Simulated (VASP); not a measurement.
```
CELL_PARAMETERS angstrom
      0.00000     2.42823     2.42823
      2.42823     0.00000     2.42823
      2.42823     2.42823     0.00000
ATOMIC_POSITIONS crystal
  Y  0.00000 0.00000 0.00000
  N  0.50000 0.50000 0.50000
```

These are AM05 GGA, VASP's PBE PAW potentials (set 64) (plane waves; VASP) values and carry that method's errors. Settings: 520 eV cut-off, Gaussian smearing of 0.050 eV, potentials Y_sv N.

Task: Give the energies of bands 6 to 11 at the high-symmetry points, in eV from the valence-band maximum.

Result: 
```json
[
 {"band": "6", "Γ": "0.00", "X": "-1.48", "U": "-2.24", "L": "-4.19", "W": "-2.21"},
 {"band": "7", "Γ": "0.00", "X": "-0.37", "U": "-1.58", "L": "-2.32", "W": "-1.55"},
 {"band": "8", "Γ": "0.00", "X": "-0.37", "U": "-1.33", "L": "-2.32", "W": "-1.55"},
 {"band": "9", "Γ": "3.14", "X": "0.08", "U": "2.42", "L": "5.78", "W": "4.02"},
 {"band": "10", "Γ": "3.14", "X": "6.98", "U": "6.34", "L": "6.50", "W": "4.02"},
 {"band": "11", "Γ": "3.14", "X": "7.46", "U": "7.18", "L": "6.50", "W": "7.52"}
]
```

The gap is indirect, 0.08 eV, from the valence maximum at Γ to the conduction minimum at X.

The compound is YN in the rock salt structure. It was relaxed first.
